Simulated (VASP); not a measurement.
Consider the following.

```yaml
crystal:
  lattice:
    - [0.00000, 3.01136, 3.01136]
    - [3.01136, 0.00000, 3.01136]
    - [3.01136, 3.01136, 0.00000]
  atoms:
    - { symbol: Au, position: [0.75000, 0.75000, 0.75000] }
    - { symbol: Au, position: [0.50000, 0.50000, 0.50000] }
```

Method: PBEsol GGA, VASP's PBE PAW potentials (set 64) (plane waves; VASP 6.6.1). Numerical set-up: 400 eV cut-off, Gaussian smearing of 0.050 eV, potentials Au.

Q: Give the energies of bands 1 to 14 at the high-symmetry points, in eV from the Fermi level.

A: 
```tsv
band	Γ	X	U	L	W
1	-6.39	-4.71	-4.87	-4.96	-4.81
2	-4.35	-4.71	-4.54	-4.46	-4.81
3	-4.35	-4.45	-4.54	-4.46	-4.36
4	-4.35	-4.45	-4.40	-4.45	-4.36
5	-4.35	-3.41	-3.67	-4.08	-3.27
6	-4.35	-3.41	-3.10	-4.08	-3.27
7	-2.38	-2.88	-2.94	-2.11	-3.03
8	-2.38	-2.88	-2.88	-2.11	-3.03
9	-2.38	-1.24	-1.16	-1.42	-1.00
10	-1.26	-1.24	-0.99	-1.42	-1.00
11	-1.26	0.27	-0.02	-1.07	0.25
12	8.94	0.27	0.37	-0.35	0.25
13	9.86	3.66	2.16	6.89	2.76
14	9.87	3.66	4.57	6.89	2.76
```

It has no gap at this level: it comes out as a metal or semimetal.

The structure was generated: Au was put into the diamond type (Fd-3m), which need not be its known phase. It was relaxed first, which changed the volume by +13 %.
